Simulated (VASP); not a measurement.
# Ti5Si3: structure and properties in VASP, part 4 of 6

Wanted: the relaxed cell of Ti5Si3 and its properties. The start is a cell from a database of measured crystal structures.

VASP 6.6.1; LDA; plane waves and PAW (Ti_sv, Si).

So far. Step 3 (Second relaxation): It ends with a largest force of 0.005 eV/Å and a pressure of 0.01 GPa. The volume moved by only 0.10 %, so the volume is settled. Step 4 (Density, ELF and potential (LDA)): In this run the pressure is -0.02 GPa, small enough to go on. The relaxed cell has a = 7.344, c = 5.010 Å (conventional setting).

## 5. Band structure (LDA)

Levels along the symmetry lines show where the bands peak and cross; KPOINTS_OPT computes them in the converged potential.

Contents of INCAR:

```
SYSTEM = Ti5Si3
PREC = Accurate
ENCUT = 400
EDIFF = 1E-06
NELM = 100
ISMEAR = 1
SIGMA = 0.2
LREAL = .FALSE.
ALGO = Normal
GGA = CA
NBANDS = 109
LASPH = .TRUE.
LORBIT = 11
LWAVE = .FALSE.
LCHARG = .FALSE.
KPAR = 8
```

Contents of POSCAR:

```
Ti5Si3
1.0
    7.3444145200      0.0000000000      0.0000000000
   -3.6722072600      6.3604495503      0.0000000000
    0.0000000000      0.0000000000      5.0104887174
Ti Si
10 6
Direct
    0.3333333333      0.6666666667      0.0000000000
    0.6666666667      0.3333333333      0.5000000000
    0.6666666667      0.3333333333      0.0000000000
    0.3333333333      0.6666666667      0.5000000000
    0.2493050742      0.0000000000      0.2500000000
    0.2493050742      0.2493050742      0.7500000000
    0.0000000000      0.2493050742      0.2500000000
    0.7506949258      0.0000000000      0.7500000000
    0.7506949258      0.7506949258      0.2500000000
    0.0000000000      0.7506949258      0.7500000000
    0.6077380821      0.0000000000      0.2500000000
    0.6077380821      0.6077380821      0.7500000000
    0.0000000000      0.6077380821      0.2500000000
    0.3922619179      0.0000000000      0.7500000000
    0.3922619179      0.3922619179      0.2500000000
    0.0000000000      0.3922619179      0.7500000000
```

Contents of KPOINTS:

```
Automatic mesh
0
Gamma
4 4 5
0 0 0
```

Contents of KPOINTS_OPT:

```
Line mode
12
Line-mode
Reciprocal
  0.00000000   0.00000000   0.00000000 GAMMA
  0.50000000   0.00000000   0.00000000 M

  0.50000000   0.00000000   0.00000000 M
  0.33333333   0.33333333   0.00000000 K

  0.33333333   0.33333333   0.00000000 K
  0.00000000   0.00000000   0.00000000 GAMMA

  0.00000000   0.00000000   0.00000000 GAMMA
  0.00000000   0.00000000   0.50000000 A

  0.00000000   0.00000000   0.50000000 A
  0.50000000   0.00000000   0.50000000 L

  0.50000000   0.00000000   0.50000000 L
  0.33333333   0.33333333   0.50000000 H

  0.33333333   0.33333333   0.50000000 H
  0.00000000   0.00000000   0.50000000 A

  0.50000000   0.00000000   0.50000000 L
  0.50000000   0.00000000   0.00000000 M

  0.33333333   0.33333333   0.00000000 K
  0.33333333   0.33333333   0.50000000 H
```

Potentials, in the order of the species: Ti_sv and Si (LDA family, release 64).

Launch:

```
$ mpirun -np 8 vasp_std
```

The log of the run:

```text
[... set-up lines as in an earlier step ...]
 entering main loop
       N       E                     dE             d eps       ncg     rms          rms(c)
DAV:   1     0.182269418282E+04    0.18227E+04   -0.55671E+04  2664   0.132E+03
DAV:   2     0.109850727840E+03   -0.17128E+04   -0.16344E+04  2616   0.457E+02
DAV:   3    -0.117554158676E+03   -0.22740E+03   -0.21548E+03  3455   0.157E+02
DAV:   4    -0.152169325719E+03   -0.34615E+02   -0.34273E+02  4048   0.513E+01
DAV:   5    -0.154190637426E+03   -0.20213E+01   -0.20185E+01  3864   0.113E+01    0.375E+01
DAV:   6    -0.137673451343E+03    0.16517E+02   -0.91955E+01  3716   0.421E+01    0.174E+01
DAV:   7    -0.141306050289E+03   -0.36326E+01   -0.42113E+01  3705   0.280E+01    0.206E+01
DAV:   8    -0.134802671124E+03    0.65034E+01   -0.14463E+01  3582   0.166E+01    0.706E+00
DAV:   9    -0.134652247069E+03    0.15042E+00   -0.27403E+00  3680   0.640E+00    0.301E+00
DAV:  10    -0.134599342761E+03    0.52904E-01   -0.50722E-01  3470   0.331E+00    0.122E+00
DAV:  11    -0.134607606923E+03   -0.82642E-02   -0.35147E-02  3408   0.761E-01    0.377E-01
DAV:  12    -0.134607314389E+03    0.29253E-03   -0.53114E-03  3648   0.313E-01    0.135E-01
DAV:  13    -0.134607432613E+03   -0.11822E-03   -0.71848E-04  3408   0.118E-01    0.496E-02
DAV:  14    -0.134607421167E+03    0.11446E-04   -0.81841E-05  3840   0.286E-02    0.166E-02
DAV:  15    -0.134607418514E+03    0.26527E-05   -0.14274E-05  3392   0.146E-02    0.598E-03
DAV:  16    -0.134607418294E+03    0.22050E-06   -0.13108E-06  2176   0.755E-03
   1 F= -.13460742E+03 E0= -.13461915E+03  d E =0.351911E-01
 Start KPOINTS_OPT (optional k-point list driver)
k-point batch [1-12\108]
       N       E                     dE             ncg
DAV:   1     0.703448143202E+03   -0.98673E+04     2656
DAV:   2    -0.195378851772E+05   -0.20241E+05     2616
DAV:   3    -0.222970020436E+05   -0.27591E+04     3475
DAV:   4    -0.227257874593E+05   -0.42879E+03     4024
DAV:   5    -0.227552087456E+05   -0.29421E+02     3808
DAV:   6    -0.227561231604E+05   -0.91441E+00     3920
DAV:   7    -0.227561522903E+05   -0.29130E-01     3864
DAV:   8    -0.227561529644E+05   -0.67406E-03     3848
DAV:   9    -0.227561529808E+05   -0.16360E-04     3264
DAV:  10    -0.227561529813E+05   -0.56957E-06     2600
[...]
k-point batch [97-108\108]
       N       E                     dE             ncg
DAV:   1     0.804478306900E+03   -0.29528E+05     2680
DAV:   2    -0.194666392179E+05   -0.20271E+05     2616
DAV:   3    -0.222209171930E+05   -0.27543E+04     3424
DAV:   4    -0.226712259446E+05   -0.45031E+03     3944
DAV:   5    -0.227017167768E+05   -0.30491E+02     3840
DAV:   6    -0.227026562178E+05   -0.93944E+00     3880
DAV:   7    -0.227026855950E+05   -0.29377E-01     3872
DAV:   8    -0.227026862540E+05   -0.65895E-03     3824
DAV:   9    -0.227026862731E+05   -0.19101E-04     3288
DAV:  10    -0.227026862737E+05   -0.66218E-06     2472
```

Wall time 3.5 min (8 MPI ranks of Intel Xeon 6975P-C (Granite Rapids), shared host); peak memory 3.7 GiB; 23 min of CPU time.

Parts of OUTCAR (step 5):

```text
   k-points           NKPTS =     12   k-points in BZ     NKDIM =     12   number of bands    NBANDS=    109

   NELECT =     144.0000    total number of electrons

 E-fermi :   9.5479

 k-point     1 :       0.0000    0.0000    0.0000
  band No.  band energies     occupation
    ...
     68       8.6028      2.00000
     69       8.7899      2.00000
     70       8.8914      2.00004
     71       8.8914      2.00004
     72       9.0124      2.00101
     73       9.7456     -0.04782
     74       9.7456     -0.04782
     75      10.0377     -0.00290
     76      10.0377     -0.00290
     77      10.1744     -0.00009
    ...

  Total        0.0071456      0.0071456     -0.0603254      0.0000000     -0.0000000     -0.0000000
  in kB        0.0489132      0.0489132     -0.4129385      0.0000000     -0.0000000     -0.0000000
  external PRESSURE =      -0.1050374 kB  Pullay stress =       0.0000000 kB

 POSITION                                       TOTAL-FORCE (eV/Angst)
 -----------------------------------------------------------------------------------
     -0.00000      4.24030      0.00000        -0.000000      0.000000      0.000000
      3.67221      2.12015      2.50524         0.000000      0.000000      0.000000
      3.67221      2.12015      0.00000         0.000000      0.000000      0.000000
     -0.00000      4.24030      2.50524        -0.000000      0.000000      0.000000
      1.83100      0.00000      1.25262         0.005621      0.000000      0.000000
      0.91550      1.58569      3.75787         0.002810      0.004868      0.000000
     -0.91550      1.58569      1.25262        -0.002810      0.004868      0.000000
      5.51341      0.00000      3.75787        -0.005621      0.000000      0.000000
      2.75671      4.77476      1.25262        -0.002810     -0.004868      0.000000
     -2.75671      4.77476      3.75787         0.002810     -0.004868      0.000000
      4.46348      0.00000      1.25262         0.002466      0.000000     -0.000000
      2.23174      3.86549      3.75787         0.001233      0.002135     -0.000000
     -2.23174      3.86549      1.25262        -0.001233      0.002135     -0.000000
      2.88093      0.00000      3.75787        -0.002466      0.000000     -0.000000
      1.44047      2.49496      1.25262        -0.001233     -0.002135      0.000000
     -1.44047      2.49496      3.75787         0.001233     -0.002135      0.000000
 -----------------------------------------------------------------------------------
    total drift:                               -0.000000      0.000000     -0.000000

  FREE ENERGIE OF THE ION-ELECTRON SYSTEM (eV)
  ---------------------------------------------------
  free  energy   TOTEN  =      -134.6074182937 eV

  energy  without entropy=     -134.6426094410  energy(sigma->0) =     -134.61914868

[... 8 parts as in an earlier step ...]

[... 8 further parts left out ...]
```

This step gave:

* bands: 109
* pressure: -0.01050 GPa

Electronic bands along the path, in eV, zero at the Fermi level; # counts the bands kept, so #1 is VASP's band 41:

```
          point    #29    #30    #31    #32    #33    #34   #35   #36
              Γ  -0.76  -0.66  -0.66  -0.54   0.20   0.20  0.49  0.49
0.45 of the way  -0.90  -0.82  -0.58  -0.57   0.06   0.34  0.40  0.55
              M  -0.66  -0.64  -0.59  -0.34  -0.23   0.12  0.49  0.61
0.45 of the way  -0.77  -0.58  -0.55  -0.37  -0.19   0.09  0.51  0.58
              K  -0.76  -0.53  -0.53  -0.45  -0.04  -0.04  0.56  0.56
0.45 of the way  -0.89  -0.70  -0.59  -0.49  -0.08   0.31  0.43  0.60
              Γ  -0.76  -0.66  -0.66  -0.54   0.20   0.20  0.49  0.49
0.45 of the way  -0.71  -0.71  -0.20  -0.10   0.17   0.32  0.32  0.48
              A  -0.95  -0.95   0.39   0.39   0.39   0.39  0.44  0.44
0.45 of the way  -0.78  -0.78   0.27   0.27   0.41   0.41  0.53  0.53
              L  -0.41  -0.41  -0.15  -0.15   0.55   0.55  0.60  0.60
0.45 of the way  -0.45  -0.45  -0.15  -0.15   0.46   0.46  0.51  0.51
              H  -0.55  -0.55  -0.17  -0.17   0.40   0.40  0.40  0.40
0.55 of the way  -0.77  -0.77   0.23   0.23   0.40   0.40  0.54  0.54
              A  -0.95  -0.95   0.39   0.39   0.39   0.39  0.44  0.44
      jump to L  -0.41  -0.41  -0.15  -0.15   0.55   0.55  0.60  0.60
0.45 of the way  -0.50  -0.38  -0.18  -0.14   0.00   0.09  0.18  0.46
              M  -0.66  -0.64  -0.59  -0.34  -0.23   0.12  0.49  0.61
      jump to K  -0.76  -0.53  -0.53  -0.45  -0.04  -0.04  0.56  0.56
0.45 of the way  -0.57  -0.31  -0.24  -0.24  -0.13  -0.13  0.40  0.40
              H  -0.55  -0.55  -0.17  -0.17   0.40   0.40  0.40  0.40
```

Of the projections kept (Ti, Si), the largest for each band there; the rest of the weight can lie on other orbitals:

```
point      #29      #30      #31      #32      #33      #34      #35      #36
    Γ  Ti 0.59  Ti 1.00  Ti 1.00  Ti 0.99  Ti 0.97  Ti 0.97  Ti 1.00  Ti 1.00
    M  Ti 0.98  Ti 0.97  Ti 0.98  Ti 0.90  Ti 0.97  Ti 1.00  Ti 0.98  Ti 0.97
    K  Ti 1.00  Ti 0.98  Ti 0.98  Ti 0.90  Ti 0.99  Ti 0.99  Ti 0.97  Ti 0.97
    Γ  Ti 0.59  Ti 1.00  Ti 1.00  Ti 0.99  Ti 0.97  Ti 0.97  Ti 1.00  Ti 1.00
    A  Ti 0.99  Ti 0.99  Ti 0.99  Ti 0.99  Ti 0.99  Ti 0.99  Ti 1.00  Ti 1.00
    L  Ti 0.97  Ti 0.97  Ti 0.95  Ti 0.95  Ti 0.98  Ti 0.98  Ti 0.98  Ti 0.98
```

There is no gap at this level.

Of the bands kept, 4 cross the Fermi level on this path.

## 6. Total and projected DOS (LDA)

A density of states needs more k-points than a total energy; ISMEAR = -5 takes tetrahedra, and LORBIT projects the states on the PAW spheres. The mesh is finer than in the run before.

Edit INCAR of step 5 so:

```diff
@@ -5,3 +5,3 @@
 NELM = 100
-ISMEAR = 1
+ISMEAR = -5
 SIGMA = 0.2
@@ -16 +16,2 @@
 KPAR = 8
+NEDOS = 2001
```

POSCAR is that of step 5.

Contents of KPOINTS:

```
Automatic mesh
0
Gamma
5 5 7
0 0 0
```

Launch:

```
$ mpirun -np 8 vasp_std
```

The log of the run:

```text
[... set-up lines as in an earlier step ...]
 entering main loop
       N       E                     dE             d eps       ncg     rms          rms(c)
DAV:   1     0.181435483055E+04    0.18144E+04   -0.55611E+04  4472   0.132E+03
DAV:   2     0.109895407833E+03   -0.17045E+04   -0.16264E+04  4360   0.456E+02
DAV:   3    -0.117841594770E+03   -0.22774E+03   -0.21565E+03  5816   0.157E+02
DAV:   4    -0.152051279499E+03   -0.34210E+02   -0.33877E+02  6696   0.510E+01
DAV:   5    -0.154142305434E+03   -0.20910E+01   -0.20882E+01  6488   0.116E+01    0.375E+01
DAV:   6    -0.137749279196E+03    0.16393E+02   -0.91753E+01  6157   0.423E+01    0.176E+01
DAV:   7    -0.141280367052E+03   -0.35311E+01   -0.40964E+01  6143   0.283E+01    0.206E+01
DAV:   8    -0.134774957296E+03    0.65054E+01   -0.13920E+01  5982   0.166E+01    0.715E+00
DAV:   9    -0.134627655361E+03    0.14730E+00   -0.26987E+00  6064   0.637E+00    0.317E+00
DAV:  10    -0.134563551957E+03    0.64103E-01   -0.49330E-01  5870   0.337E+00    0.124E+00
DAV:  11    -0.134574614887E+03   -0.11063E-01   -0.50104E-02  5912   0.103E+00    0.397E-01
DAV:  12    -0.134571699407E+03    0.29155E-02   -0.69909E-03  6129   0.461E-01    0.136E-01
DAV:  13    -0.134571811902E+03   -0.11250E-03   -0.86971E-04  6072   0.126E-01    0.469E-02
DAV:  14    -0.134571825400E+03   -0.13498E-04   -0.80591E-05  6419   0.336E-02    0.192E-02
DAV:  15    -0.134571814107E+03    0.11293E-04   -0.92642E-06  5480   0.129E-02    0.908E-03
DAV:  16    -0.134571818686E+03   -0.45793E-05   -0.19543E-06  3939   0.719E-03    0.302E-03
DAV:  17    -0.134571818600E+03    0.85838E-07   -0.28662E-07  2616   0.212E-03
   1 F= -.13457182E+03 E0= -.13457182E+03  d E =0.000000E+00
 -----------------------------------------------------------------------------
|                                                                             |
|           W    W    AA    RRRRR   N    N  II  N    N   GGGG   !!!           |
|           W    W   A  A   R    R  NN   N  II  NN   N  G    G  !!!           |
|           W    W  A    A  R    R  N N  N  II  N N  N  G       !!!           |
|           W WW W  AAAAAA  RRRRR   N  N N  II  N  N N  G  GGG   !            |
|           WW  WW  A    A  R   R   N   NN  II  N   NN  G    G                |
|           W    W  A    A  R    R  N    N  II  N    N   GGGG   !!!           |
|                                                                             |
|     Tetrahedron method does not include variations of the Fermi             |
|     occupations, so forces and stress will be inaccurate. We suggest        |
|     using a different smearing scheme ISMEAR = 1 or 2 for metals in         |
|     relaxations.                                                            |
|                                                                             |
 -----------------------------------------------------------------------------
```

It took 65 s on 8 MPI ranks; peak memory 3.1 GiB; 7.2 min of CPU time.

OUTCAR, selected parts (step 6):

```text
   k-points           NKPTS =     20   k-points in BZ     NKDIM =     20   number of bands    NBANDS=    109

   NELECT =     144.0000    total number of electrons

 E-fermi :   9.5399

 k-point     1 :       0.0000    0.0000    0.0000
  band No.  band energies     occupation
    ...
     68       8.6017      2.00000
     69       8.7918      2.00000
     70       8.8903      2.00000
     71       8.8903      2.00000
     72       9.0201      2.00000
     73       9.7471      0.00000
     74       9.7471      0.00000
     75      10.0370      0.00000
     76      10.0370      0.00000
     77      10.1750      0.00000
    ...

  Total       -0.0205028     -0.0205028      0.3289282      0.0000000      0.0000000     -0.0000000
  in kB       -0.1403458     -0.1403458      2.2515761      0.0000000      0.0000000     -0.0000000
  external PRESSURE =       0.6569615 kB  Pullay stress =       0.0000000 kB

 POSITION                                       TOTAL-FORCE (eV/Angst)
 -----------------------------------------------------------------------------------
     -0.00000      4.24030      0.00000         0.000000      0.000000      0.000000
      3.67221      2.12015      2.50524         0.000000      0.000000      0.000000
      3.67221      2.12015      0.00000         0.000000      0.000000      0.000000
     -0.00000      4.24030      2.50524         0.000000      0.000000      0.000000
      1.83100      0.00000      1.25262        -0.005609      0.000000      0.000000
      0.91550      1.58569      3.75787        -0.002804     -0.004857      0.000000
     -0.91550      1.58569      1.25262         0.002804     -0.004857      0.000000
      5.51341      0.00000      3.75787         0.005609      0.000000      0.000000
      2.75671      4.77476      1.25262         0.002804      0.004857      0.000000
     -2.75671      4.77476      3.75787        -0.002804      0.004857      0.000000
      4.46348      0.00000      1.25262        -0.003221      0.000000      0.000000
      2.23174      3.86549      3.75787        -0.001611     -0.002790     -0.000000
     -2.23174      3.86549      1.25262         0.001611     -0.002790     -0.000000
      2.88093      0.00000      3.75787         0.003221      0.000000     -0.000000
      1.44047      2.49496      1.25262         0.001611      0.002790      0.000000
     -1.44047      2.49496      3.75787        -0.001611      0.002790      0.000000
 -----------------------------------------------------------------------------------
    total drift:                               -0.000000      0.000000     -0.000000

  FREE ENERGIE OF THE ION-ELECTRON SYSTEM (eV)
  ---------------------------------------------------
  free  energy   TOTEN  =      -134.5718186005 eV

  energy  without entropy=     -134.5718186005  energy(sigma->0) =     -134.57181860

[... 7 parts as in an earlier step ...]

[... 9 further parts left out ...]
```

With tetrahedra the forces and stress of a metal are not exact derivatives of the energy.

This step gave:

```yaml
scf_cycles: 17
irreducible_k_points: 20
free_energy_toten: -134.5718 eV
fermi_energy: 9.540 eV
pressure: 0.06570 GPa
dos_at_the_fermi_level: 8.629 states/eV/cell
```

The density of states has structure finer than the step of the table below, so its rows give means over 0.5 eV, whole bins alone (the curve runs from -12.0 to 0.948 eV). Peaks (eV: height): total -1.49: 21.1, -1.29: 22.7, -0.95: 25.6, 0.54: 26.3; Ti d -1.29: 9.14, -0.95: 13.5, -0.54: 10.5, 0.54: 18.6; Si p -2.44: 3.05, -1.63: 2.25, -1.49: 2.42, -1.29: 2.42; Ti p -2.31: 1.11, -1.63: 1.07, -1.42: 1.12, -1.29: 1.30; Ti s -4.75: 1.22, -4.47: 1.04, -4.14: 1.10, -3.46: 0.558.

States under -12.0 eV and over 0.9 eV are left out. Density of states against energy, zero at the Fermi level; means over each step; values in states/eV/cell:

```
energy (eV)   total     Ti d     Si p    Ti p     Ti s     Si s
      -11.0       0        0        0       0        0        0
      -10.5  0.0257   2.7e-5   4.9e-5  1.7e-4  0.00324  0.00792
      -10.0    1.10  0.00424  0.00607  0.0175    0.127    0.345
       -9.5    1.75   0.0138   0.0168  0.0446    0.175    0.555
       -9.0    2.70   0.0472   0.0330   0.103    0.204    0.891
       -8.5    5.00    0.198   0.0540   0.246    0.200     1.78
       -8.0    2.86    0.156   0.0405   0.144   0.0842     1.03
       -7.5    5.88    0.512   0.0795   0.235    0.158     2.13
       -7.0    3.58    0.356   0.0472   0.141   0.0808     1.32
       -6.5    1.10    0.111   0.0132  0.0473   0.0156    0.425
       -6.0       0        0        0       0        0        0
       -5.5       0        0        0       0        0        0
       -5.0    1.32    0.127    0.203  0.0450    0.185   0.0122
       -4.5    7.47    0.939     1.20   0.263    0.822   0.0913
       -4.0    7.23     1.24     1.16   0.250    0.596    0.178
       -3.5    5.07     1.02    0.811   0.231    0.332   0.0982
       -3.0    8.46     2.11     1.42   0.410    0.364    0.103
       -2.5    13.1     3.75     2.26   0.786    0.268   0.0744
       -2.0    9.54     3.06     1.43   0.566    0.168   0.0621
       -1.5    17.8     6.94     2.00   0.961    0.207   0.0796
       -1.0    17.2     8.80    0.762   0.757    0.100   0.0340
       -0.5    12.1     7.97    0.225   0.252   0.0649  0.00948
        0.0    9.58     6.41    0.184   0.209   0.0472  0.00893
        0.5    17.1     11.8    0.205   0.389   0.0721   0.0422
```

The finer mesh and the other smearing move the Fermi level by -0.01 eV from the 4×4×5 run, a small shift, which tests the Fermi level alone. Of the states within 0.3 eV of the Fermi level, the largest shares in the PAW spheres are Ti d 67 %. The rest lies in smaller channels or between the spheres.

(Continued in part 5 of 6.)

[Lines on the potential files, build, host, timing and source positions are cut from VASP's logs without a mark.]

[Logs are printed without paths, hosts, clocks, repeated set-up lines and the standing remarks that a program may print on its own settings, such as how far it seeks lower states.]

[Hosts, paths, dates, database ids (printed as entryN), source tags and the programs' standing remarks are cut or masked in the printed files.]

[A measured line is paired with the nearest computed mode of its activity, which favours agreement.]

[In band tables of VASP the shares of atoms and orbitals are scaled to a sum of 1 inside the atoms' spheres.]
